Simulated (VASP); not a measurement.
All values below come from PBEsol GGA, VASP's PBE PAW potentials (set 64) (plane waves; VASP).

The input files of a VASP run:

### INCAR
```
SYSTEM = Pm
PREC = Accurate
ENCUT = 530
EDIFF = 1E-7
NELM = 100
ALGO = Normal
LREAL = .FALSE.
LASPH = .TRUE.
ISMEAR = 1
SIGMA = 0.1
GGA = PS
LMAXMIX = 6
LWAVE = .FALSE.
LCHARG = .FALSE.
IBRION = 6
ISIF = 3
NFREE = 2
POTIM = 0.015
NSW = 1
```

File KPOINTS:
```
Automatic mesh
0
Gamma
11 11 11
0 0 0
```

POSCAR:
```
Pm
1
    0.0000000000     2.5314295988     2.5314295988
    2.5314295988    -0.0000000000     2.5314295988
    2.5314295988     2.5314295988     0.0000000000
Pm
1
Direct
  0.0000000000   0.0000000000   1.0000000000
```

POTCAR, in this order: Pm_3 (PBE.64 set). Program: vasp_std.

The resulting files:

OSZICAR:
```
...
DAV:  11    -0.512838462246E+01   -0.79089E-08   -0.25640E-10  1181   0.175E-04
   6 F= -.51283846E+01 E0= -.51286950E+01  d E =0.931136E-03
       N       E                     dE             d eps       ncg     rms          rms(c)
DAV:   1    -0.521379793351E+01   -0.85413E-01   -0.24362E+00  2268   0.139E+01    0.146E+00
DAV:   2    -0.514929812990E+01    0.64500E-01   -0.88669E-02  2292   0.275E+00    0.741E-01
DAV:   3    -0.512846443017E+01    0.20834E-01   -0.88363E-02  2388   0.261E+00    0.616E-01
DAV:   4    -0.512844886494E+01    0.15565E-04   -0.10055E-03  2614   0.338E-01    0.542E-01
DAV:   5    -0.512841391245E+01    0.34952E-04   -0.54949E-04  2556   0.189E-01    0.656E-02
DAV:   6    -0.512840826973E+01    0.56427E-05   -0.16331E-05  2598   0.387E-02    0.513E-02
DAV:   7    -0.512840608940E+01    0.21803E-05   -0.62758E-06  2779   0.226E-02    0.583E-03
DAV:   8    -0.512840589379E+01    0.19560E-06   -0.18792E-07  1873   0.420E-03    0.196E-03
DAV:   9    -0.512840587711E+01    0.16688E-07   -0.12037E-08  1181   0.119E-03
   7 F= -.51284059E+01 E0= -.51283687E+01  d E =-.111464E-03
       N       E                     dE             d eps       ncg     rms          rms(c)
DAV:   1    -0.515819087377E+01   -0.29785E-01   -0.11179E+00  6599   0.932E+00    0.809E-01
DAV:   2    -0.513648973983E+01    0.21701E-01   -0.34845E-02  6893   0.167E+00    0.462E-01
DAV:   3    -0.512895575591E+01    0.75340E-02   -0.30004E-02  7206   0.146E+00    0.326E-01
DAV:   4    -0.512896400708E+01   -0.82512E-05   -0.43448E-04  7902   0.214E-01    0.272E-01
DAV:   5    -0.512895088923E+01    0.13118E-04   -0.12556E-04  7518   0.915E-02    0.709E-02
DAV:   6    -0.512894925226E+01    0.16370E-05   -0.91280E-06  7148   0.273E-02    0.154E-02
DAV:   7    -0.512894904752E+01    0.20474E-06   -0.16678E-06  7117   0.112E-02    0.244E-03
DAV:   8    -0.512894904581E+01    0.17042E-08   -0.40545E-08  3753   0.197E-03
   8 F= -.51289490E+01 E0= -.51291012E+01  d E =0.456589E-03
       N       E                     dE             d eps       ncg     rms          rms(c)
DAV:   1    -0.515899198063E+01   -0.30043E-01   -0.78515E-01  6817   0.730E+00    0.787E-01
DAV:   2    -0.513676852832E+01    0.22223E-01   -0.33689E-02  6949   0.145E+00    0.426E-01
DAV:   3    -0.512888774828E+01    0.78808E-02   -0.25056E-02  8194   0.122E+00    0.282E-01
DAV:   4    -0.512897436286E+01   -0.86615E-04   -0.72852E-04  7132   0.227E-01    0.929E-02
DAV:   5    -0.512894892092E+01    0.25442E-04   -0.84435E-05  8075   0.763E-02    0.166E-02
DAV:   6    -0.512894906929E+01   -0.14837E-06   -0.25121E-06  7430   0.136E-02    0.789E-03
DAV:   7    -0.512894907088E+01   -0.15835E-08   -0.90399E-08  5020   0.340E-03
   9 F= -.51289491E+01 E0= -.51291012E+01  d E =0.456492E-03
       N       E                     dE             d eps       ncg     rms          rms(c)
DAV:   1    -0.513165576037E+01   -0.27067E-02   -0.68059E-01  6805   0.681E+00    0.540E-01
DAV:   2    -0.512671206539E+01    0.49437E-02   -0.20988E-02  7151   0.116E+00    0.307E-01
DAV:   3    -0.512684699791E+01   -0.13493E-03   -0.12333E-02  7959   0.857E-01    0.160E-01
DAV:   4    -0.512781708809E+01   -0.97009E-03   -0.56565E-04  7600   0.203E-01    0.708E-02
DAV:   5    -0.512886728869E+01   -0.10502E-02   -0.19068E-04  8853   0.108E-01    0.173E-02
DAV:   6    -0.512890589847E+01   -0.38610E-04   -0.68098E-06  7280   0.221E-02    0.766E-03
DAV:   7    -0.512894651974E+01   -0.40621E-04   -0.42111E-07  8167   0.566E-03    0.504E-04
DAV:   8    -0.512894734411E+01   -0.82437E-06   -0.10236E-08  3655   0.981E-04    0.213E-04
DAV:   9    -0.512894904799E+01   -0.17039E-05   -0.94174E-10  3481   0.328E-04    0.566E-05
DAV:  10    -0.512894903779E+01    0.10198E-07   -0.10123E-10  3438   0.109E-04
  10 F= -.51289490E+01 E0= -.51291012E+01  d E =0.456510E-03
       N       E                     dE             d eps       ncg     rms          rms(c)
DAV:   1    -0.515921507943E+01   -0.30266E-01   -0.80392E-01  6843   0.726E+00    0.787E-01
DAV:   2    -0.513677290205E+01    0.22442E-01   -0.31573E-02  7181   0.142E+00    0.428E-01
DAV:   3    -0.512888640874E+01    0.78865E-02   -0.24763E-02  8152   0.122E+00    0.279E-01
DAV:   4    -0.512897697596E+01   -0.90567E-04   -0.72024E-04  7219   0.227E-01    0.818E-02
DAV:   5    -0.512894941980E+01    0.27556E-04   -0.11071E-04  7984   0.860E-02    0.220E-02
DAV:   6    -0.512894909224E+01    0.32756E-06   -0.34193E-06  7361   0.163E-02    0.782E-03
DAV:   7    -0.512894906550E+01    0.26739E-07   -0.16078E-07  6511   0.418E-03
  11 F= -.51289491E+01 E0= -.51291012E+01  d E =0.456504E-03
       N       E                     dE             d eps       ncg     rms          rms(c)
DAV:   1    -0.514446544503E+01   -0.15516E-01   -0.64863E-01  6849   0.641E+00    0.508E-01
DAV:   2    -0.513483288268E+01    0.96326E-02   -0.18198E-02  7247   0.110E+00    0.312E-01
DAV:   3    -0.512932338119E+01    0.55095E-02   -0.12693E-02  8151   0.879E-01    0.123E-01
DAV:   4    -0.512908322574E+01    0.24016E-03   -0.54507E-04  7561   0.199E-01    0.527E-02
DAV:   5    -0.512894980249E+01    0.13342E-03   -0.20420E-04  8847   0.108E-01    0.185E-02
DAV:   6    -0.512895038188E+01   -0.57939E-06   -0.52022E-06  7190   0.197E-02    0.107E-02
DAV:   7    -0.512894886717E+01    0.15147E-05   -0.35963E-07  7928   0.467E-03    0.872E-04
DAV:   8    -0.512894888053E+01   -0.13362E-07   -0.10449E-08  3657   0.902E-04
  12 F= -.51289489E+01 E0= -.51291010E+01  d E =0.456507E-03
       N       E                     dE             d eps       ncg     rms          rms(c)
DAV:   1    -0.515927007623E+01   -0.30321E-01   -0.81662E-01  6952   0.737E+00    0.786E-01
DAV:   2    -0.513676054189E+01    0.22510E-01   -0.31265E-02  7227   0.142E+00    0.427E-01
DAV:   3    -0.512888738638E+01    0.78732E-02   -0.24821E-02  8221   0.122E+00    0.280E-01
DAV:   4    -0.512897807441E+01   -0.90688E-04   -0.72366E-04  7239   0.226E-01    0.778E-02
DAV:   5    -0.512894910229E+01    0.28972E-04   -0.10528E-04  8083   0.834E-02    0.168E-02
DAV:   6    -0.512894907597E+01    0.26318E-07   -0.29692E-06  7472   0.151E-02    0.787E-03
DAV:   7    -0.512894906850E+01    0.74652E-08   -0.12457E-07  5635   0.379E-03
  13 F= -.51289491E+01 E0= -.51291012E+01  d E =0.456504E-03
       N       E                     dE             d eps       ncg     rms          rms(c)
DAV:   1    -0.513363903933E+01   -0.46900E-02   -0.85301E-01  1008   0.812E+00    0.328E-01
DAV:   2    -0.513211510609E+01    0.15239E-02   -0.25465E-02  1045   0.148E+00    0.207E-01
DAV:   3    -0.512949225867E+01    0.26228E-02   -0.73474E-03  1326   0.753E-01    0.279E-02
DAV:   4    -0.512960285995E+01   -0.11060E-03   -0.24018E-04  1167   0.140E-01    0.135E-02
DAV:   5    -0.512968410775E+01   -0.81248E-04   -0.30258E-06  1397   0.157E-02    0.148E-03
DAV:   6    -0.512969337712E+01   -0.92694E-05   -0.80994E-08  1004   0.269E-03    0.484E-04
DAV:   7    -0.512969485638E+01   -0.14793E-05   -0.15570E-08   635   0.116E-03    0.310E-04
DAV:   8    -0.512969483581E+01    0.20572E-07   -0.12904E-09   548   0.382E-04
  14 F= -.51296948E+01 E0= -.51299073E+01  d E =0.637259E-03
       N       E                     dE             d eps       ncg     rms          rms(c)
DAV:   1    -0.512519547856E+01    0.44994E-02   -0.20326E+00  1008   0.125E+01    0.451E-02
DAV:   2    -0.512970103494E+01   -0.45056E-02   -0.45579E-02  1012   0.199E+00    0.194E-02
DAV:   3    -0.512970848288E+01   -0.74479E-05   -0.16162E-04  1391   0.135E-01    0.152E-02
DAV:   4    -0.512969518068E+01    0.13302E-04   -0.16430E-05  1068   0.449E-02    0.446E-03
DAV:   5    -0.512969482362E+01    0.35706E-06   -0.99041E-07  1168   0.969E-03    0.236E-03
DAV:   6    -0.512969482552E+01   -0.19011E-08   -0.65848E-08   633   0.246E-03
  15 F= -.51296948E+01 E0= -.51299073E+01  d E =0.637274E-03
```

OUTCAR:
```
------------------------ aborting loop because EDIFF is reached ----------------------------------------
  FORCE on cell =-STRESS in cart. coord.  units (eV):
  Direction    XX          YY          ZZ          XY          YZ          ZX
  --------------------------------------------------------------------------------------
  Total        0.0003003      0.0003003      0.0003003     -0.0000000      0.0000000      0.0000000
  in kB        0.0148279      0.0148279      0.0148279     -0.0000000      0.0000000      0.0000000
  external PRESSURE =       0.0148279 kB  Pullay stress =       0.0000000 kB
  volume of cell :       32.44
      direct lattice vectors                 reciprocal lattice vectors
     0.000000000  2.531429599  2.531429599    -0.197516850  0.197516850  0.197516850
     2.531429599  0.000000000  2.531429599     0.197516850 -0.197516850  0.197516850
     2.531429599  2.531429599  0.000000000     0.197516850  0.197516850 -0.197516850
 POSITION                                       TOTAL-FORCE (eV/Angst)
 -----------------------------------------------------------------------------------
     -0.01500      0.00000      0.00000        -0.000000     -0.000000     -0.000000
 -----------------------------------------------------------------------------------
    total drift:                               -0.000410      0.000000      0.000000
  FREE ENERGIE OF THE ION-ELECTRON SYSTEM (eV)
  ---------------------------------------------------
  free  energy   TOTEN  =        -5.1296948255 eV

  energy  without entropy=       -5.1303320991  energy(sigma->0) =       -5.12990725

   1 f/i=    0.000000 THz     0.000000 2PiTHz    0.000000 cm-1     0.000000 meV
             X         Y         Z           dx          dy          dz
      0.000000  0.000000  0.000000     0.707107   -0.707107    0.000000

   2 f/i=    0.000000 THz     0.000000 2PiTHz    0.000000 cm-1     0.000000 meV
             X         Y         Z           dx          dy          dz
      0.000000  0.000000  0.000000    -0.707107   -0.707107    0.000000

   3 f/i=    0.000000 THz     0.000000 2PiTHz    0.000000 cm-1     0.000000 meV
             X         Y         Z           dx          dy          dz
      0.000000  0.000000  0.000000     0.000000    0.000000    1.000000

 ELASTIC MODULI CONTR FROM IONIC RELAXATION (kBar)
 Direction    XX          YY          ZZ          XY          YZ          ZX
 --------------------------------------------------------------------------------
 XX           0.0000      0.0000      0.0000      0.0000      0.0000      0.0000
 YY           0.0000      0.0000      0.0000      0.0000      0.0000      0.0000
 ZZ           0.0000      0.0000      0.0000      0.0000      0.0000      0.0000
 XY           0.0000      0.0000      0.0000      0.0000      0.0000      0.0000
 YZ           0.0000      0.0000      0.0000      0.0000      0.0000      0.0000
 ZX           0.0000      0.0000      0.0000      0.0000      0.0000      0.0000
 --------------------------------------------------------------------------------

 TOTAL ELASTIC MODULI (kBar)
 Direction    XX          YY          ZZ          XY          YZ          ZX
 --------------------------------------------------------------------------------
 XX         566.4537    275.2221    275.2221     -0.0000      0.0000      0.0000
 YY         275.2221    566.4537    275.2221     -0.0000     -0.0000      0.0000
 ZZ         275.2221    275.2221    566.4537      0.0000     -0.0000     -0.0000
 XY          -0.0000     -0.0000      0.0000    328.0539      0.0000      0.0000
 YZ           0.0000     -0.0000     -0.0000      0.0000    328.0539      0.0000
 ZX           0.0000      0.0000     -0.0000      0.0000      0.0000    328.0539
 --------------------------------------------------------------------------------
```
(Selected blocks of OUTCAR.)

The 4f electrons are frozen in the core of the lanthanide potential, so 4f levels, which can set the real gap, and their magnetism are missing. Finite-difference elastic constants of metals are sensitive to mesh and smearing; shear constants can be off by tens of GPa.

The structure was generated: Pm was put into the fcc type (Fm-3m), which need not be its known phase. It was relaxed first.
